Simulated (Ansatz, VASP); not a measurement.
# H2W2CO2 (W2C(OH)2 MXene bilayer, AB): VASP beside Ansatz, part 3 of 3

Wanted: the spread between two codes on one cell, functional and k mesh. Of the first pair: The structure shown is the start of the Ansatz relaxation below; VASP solves that cell, so the two are compared at the walk's first step.

VASP 6.6.1 and Ansatz 0.2.0.

So far. Step 4 (Comparison): The forces differ by 26 meV/Å r.m.s., which is 1.8 % of the r.m.s. force of 1.427 eV/Å (both taken over all components). With vacuum in the cell, a pressure given here is an average over mostly empty space and none of the material.

## 6. VASP: single point, PBE with D3(BJ), relaxed cell, pair 2

Level of this step: PBE with D3(BJ), no spin polarisation; plane waves and PAW (H, O, W, C) (VASP).

The same cell, functional, mesh and smearing now go to VASP, with its own data sets.

The input, INCAR:

```
SYSTEM = H2W2CO2
PREC = Accurate
ENCUT = 520
EDIFF = 1E-06
NELM = 120
ISMEAR = -1
SIGMA = 0.05
LREAL = .FALSE.
ALGO = Normal
GGA = PE
IVDW = 12
NBANDS = 44
LASPH = .TRUE.
LORBIT = 11
LWAVE = .FALSE.
LCHARG = .FALSE.
ISIF = 2
LDIPOL = .TRUE.
IDIPOL = 3
DIPOL = 0.5 0.5 0.5
LVHAR = .TRUE.
GGA_COMPAT = .FALSE.
NELMDL = -8
KPAR = 4
```

The input, POSCAR:

```
H2W2CO2
1.0
    2.8896286528      0.0000000000      0.0000000000
   -1.4448143264      2.5024918208      0.0000000000
    0.0000000000      0.0000000000     62.1887831672
H O W C
4 4 4 2
Direct
    0.3333333333      0.6666666666      0.3608941888
    0.6666666666      0.3333333333      0.4836229476
    0.6666666666      0.3333333333      0.5163770524
    0.9999999999      1.0000000000      0.6391058112
    0.3333333333      0.6666666666      0.3767241820
    0.6666666666      0.3333333333      0.4675213348
    0.6666666666      0.3333333333      0.5324786652
    0.9999999999      1.0000000000      0.6232758180
    0.6666666666      0.3333333333      0.4006167234
    0.3333333333      0.6666666666      0.4441573703
    0.9999999999      1.0000000000      0.5558426297
    0.6666666666      0.3333333333      0.5993832766
    0.9999999999      1.0000000000      0.4222753173
    0.3333333333      0.6666666666      0.5777246827
```

The input, KPOINTS:

```
Automatic mesh
0
Gamma
12 12 1
0 0 0
```

The projector-augmented-wave data sets are H, O, W and C (PBE family, release 64).

Started as:

```bash
$ mpirun -np 4 vasp_std
```

Numbers of over 12 decimals in the logs are rounded to 6 here.

What it wrote:

```text
[banner, memory and clock lines left out]
running    4 mpi-ranks, on    1 nodes
[...]
LDA part: xc-table for (Slater+PW92), standard interpolation
 [... a notice as in an earlier step ...]

 POSCAR, INCAR and KPOINTS ok, starting setup
[...]
entering main loop
       N       E                     dE             d eps       ncg     rms          rms(c)
DAV:   1     0.486196890264E+03    0.48620E+03   -0.23648E+04  1768   0.107E+03
DAV:   2    -0.506823796819E+02   -0.53688E+03   -0.51337E+03  2412   0.278E+02
DAV:   3    -0.122570308157E+03   -0.71888E+02   -0.70218E+02  2064   0.106E+02
DAV:   4    -0.125156552447E+03   -0.25862E+01   -0.25191E+01  2248   0.216E+01
[...]
DAV:  27    -0.109027874541E+03   -0.43772E-05   -0.18069E-07  1324   0.142E-03    0.125E-03
DAV:  28    -0.109027878150E+03   -0.36083E-05   -0.27391E-07  1260   0.112E-03    0.416E-04
DAV:  29    -0.109027878603E+03   -0.45362E-06   -0.43622E-08  1228   0.522E-04
   1 F= -.11200711E+03 E0= -.11197699E+03  d E =-.602377E-01
```

Parts of OUTCAR (step 6):

```text
 Edisp (eV)   -2.97923

  Total      -0.59025    -0.59025    -0.31470     0.00000     0.00000     0.00000
  in kB      -2.10292    -2.10292    -1.12119     0.00000     0.00000     0.00000
  external pressure =       -1.78 kB  Pullay stress =        0.00 kB

 POSITION                                       TOTAL-FORCE (eV/Angst)
 -----------------------------------------------------------------------------------
     -0.00000      1.66833     22.44357         0.000000     -0.000000     -0.071142
      1.44481      0.83416     30.07592        -0.000000     -0.000000      0.049045
      1.44481      0.83416     32.11286         0.000000     -0.000000     -0.049045
      2.88963      0.00000     39.74521         0.000000      0.000000      0.071142
     -0.00000      1.66833     23.42802        -0.000000     -0.000000      0.130070
      1.44481      0.83416     29.07458         0.000000      0.000000     -0.100608
      1.44481      0.83416     33.11420        -0.000000     -0.000000      0.100608
      2.88963      0.00000     38.76076         0.000000     -0.000000     -0.130070
      1.44481      0.83416     24.91387         0.000000     -0.000000     -0.052033
     -0.00000      1.66833     27.62161        -0.000000     -0.000000      0.045650
      2.88963      0.00000     34.56718         0.000000     -0.000000     -0.045650
      1.44481      0.83416     37.27492        -0.000000     -0.000000      0.052033
      2.88963      0.00000     26.26079         0.000000     -0.000000     -0.001006
     -0.00000      1.66833     35.92800        -0.000000     -0.000000      0.001006
 -----------------------------------------------------------------------------------
    total drift:                                0.000001      0.000000     -0.000000

  FREE ENERGIE OF THE ION-ELECTRON SYSTEM (eV)
  ---------------------------------------------------
  free  energy   TOTEN  =      -112.0071080184 eV

  energy  without entropy=     -111.9468703456  energy(sigma->0) =     -111.97698918

[... 1 part as in an earlier step ...]

[... 2 further parts left out ...]
[key lines of the parts left out:]
E-fermi :   0.2205
```

## 7. Differences

What differs besides the data sets and the points named for the pairs above, as far as they apply: the data sets hold 92 valence electrons in Ansatz (on its default PAW (the set named soft_2) files) and 60 in VASP. Total energies have different zeros and are not compared.

Forces on 7 of the 14 atoms, those with the largest forces and the largest differences (eV/Å; atoms numbered as in POSCAR):

| atom | Ansatz x, y, z | VASP x, y, z |
| --- | --- | --- |
| H1 | 0.000, 0.000, -0.001 | 0.000, 0.000, -0.071 |
| H4 | 0.000, 0.000, 0.001 | 0.000, 0.000, 0.071 |
| O5 | 0.000, 0.000, 0.000 | 0.000, 0.000, 0.130 |
| O6 | 0.000, 0.000, -0.001 | 0.000, 0.000, -0.101 |
| O7 | 0.000, 0.000, 0.001 | 0.000, 0.000, 0.101 |
| O8 | 0.000, 0.000, 0.000 | 0.000, 0.000, -0.130 |
| W12 | 0.000, 0.000, 0.001 | 0.000, 0.000, 0.052 |

The forces differ by 43 meV/Å r.m.s., where the r.m.s. force is 0.000 eV/Å in Ansatz and 0.043 eV/Å in VASP: the atoms lie near their places of rest in Ansatz, so a percentage would say little (all taken over all components). With vacuum in the cell, a pressure given here is an average over mostly empty space and none of the material.

## 8. Other set-ups

Further runs change the set-up of one program: Ansatz's method, potentials or start, or VASP's data sets, cutoff or form of LDA. The table gives that difference for each run.

| run | r.m.s. force difference (meV/Å) |
| --- | --- |
| as above | 43 |
| VASP with the data sets H, O, W_sv and C | 26 |

## 9. Outcome

| Item | Value |
| --- | --- |
| r.m.s. force difference (single point, PBE with D3(BJ), start cell, pair 1) | 1.8 % of the r.m.s. force |
| r.m.s. force difference (single point, PBE with D3(BJ), relaxed cell, pair 2) | 43 meV/Å |

The r.m.s. force difference is 43 meV/Å (single point, PBE with D3(BJ), relaxed cell, pair 2), beyond the 12 meV/Å picked in this series as the mark of a large difference. The data sets hold unlike numbers of valence electrons (92 in Ansatz and 60 in VASP), so part of the differences comes from the potentials. Single point, PBE with D3(BJ), relaxed cell, pair 2, VASP with the data sets H, O, W_sv and C: r.m.s. force difference goes from 43 to 26 meV/Å. Such differences can come from data sets, numerical settings and the points named under the comparisons, not from the functional's error against experiment.

[Lines on the potential files, build, host, timing and source positions are cut from VASP's logs without a mark.]

[Logs are printed without paths, hosts, clocks, repeated set-up lines and the standing remarks that a program may print on its own settings, such as how far it seeks lower states.]

[Hosts, paths, dates, database ids (printed as entryN), source tags and the programs' standing remarks are cut or masked in the printed files.]
